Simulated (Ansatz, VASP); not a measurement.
# In2PtSe5: VASP beside Ansatz

The input INCAR:

```
PREC = Accurate
ENCUT = 600
EDIFF = 1E-6
ISMEAR = 0
SIGMA = 0.15
LREAL = F
LASPH = T
NELM = 80
ALGO = Normal
ISIF = 3
LWAVE = F
LCHARG = F
GGA = PE
IBRION = 2
NSW = 36
EDIFFG = -0.08
```

KPOINTS

```
regular mesh
0
Gamma
  4 4 1
```

POSCAR

```
In2PtSe5
1.0
    3.9000000000      0.0000000000      0.0000000000
   -1.9500000000      3.3774990700      0.0000000000
    0.0000000000      0.0000000000     15.1000000000
In Pt Se
2 1 5
Direct
    0.3333333300      0.6666666700      0.6600000000
    0.6666666700      0.3333333300      0.3730000000
    0.0000000000      0.0000000000      0.0000000000
    0.6666666700      0.3333333300      0.9130000000
    0.3333333300      0.6666666700      0.0870000000
    0.0000000000      0.0000000000      0.7350000000
    0.3333333300      0.6666666700      0.4900000000
    0.0000000000      0.0000000000      0.2800000000
```

Input for Ansatz:

```yaml
crystal:
  lattice:
    - [3.9, 0.0, 0.0]
    - [-1.95, 3.37749907, 0.0]
    - [0.0, 0.0, 15.1]
  atoms:
    - { symbol: In, position: [0.33333333, 0.66666667, 0.66] }
    - { symbol: In, position: [0.66666667, 0.33333333, 0.373] }
    - { symbol: Pt, position: [0.0, 0.0, 0.0] }
    - { symbol: Se, position: [0.66666667, 0.33333333, 0.913] }
    - { symbol: Se, position: [0.33333333, 0.66666667, 0.087] }
    - { symbol: Se, position: [0.0, 0.0, 0.735] }
    - { symbol: Se, position: [0.33333333, 0.66666667, 0.49] }
    - { symbol: Se, position: [0.0, 0.0, 0.28] }
basis:
  ecutwfc: 420
kpoints:
  mp_grid: { grid: [4, 4, 1] }
hamiltonian:
  xc: pbe
scf:
  occupations: { method: gaussian, width: 0.15 }
  lower_state_search: "off"
output:
  forces: true
  stress: true
  eigenvalues: true
relax:
  adjacent_minimum: "off"
  f_tol: 0.08
  max_steps: 16
  cell: { stress_tol: 0.8 }
```

Alike in both runs: task relaxation of cell and atoms; functional PBE; k mesh 4 × 4 × 1; occupations gaussian, width 0.15 eV; no spin polarisation.

|  | VASP | Ansatz |
| --- | --- | --- |
| version | VASP 6.6.1 | Ansatz 0.2.0 |
| potentials or method | VASP PAW PBE potentials, release 64 (In_d, Pt, Se) | scalar-relativistic, plane waves, PAW |
| plane-wave cutoff (eV) | 600 | 420 |
| valence electrons in the cell | 66 | 124 |

|  | VASP | Ansatz | Ansatz less VASP |
| --- | --- | --- | --- |
| gap on the k mesh at the Fermi level, each at its own relaxed structure (eV) | 0.97 | 0.90 | -0.073 |
| relaxed volume (Å³/atom) | 26.87 | 26.61 | -0.264 |
| relaxed cell length with the largest relative difference (Å) | 15.873 | 15.665 | -0.2077 |
| energy change over the relaxation (meV/atom) | -43 | -43 | +0.3 |

The two sets of potentials don't hold the same shells in valence.

Caveats: the k mesh is coarse (spacing up to 0.47 Å⁻¹), so the values aren't converged; spin-orbit coupling is left out, which moves the levels of the heavy elements; an odd mesh through Γ misses points on the zone boundary, where band edges often lie; this functional lacks dispersion, which binds the layers, so the pressure and a relaxed spacing across them are unreliable.
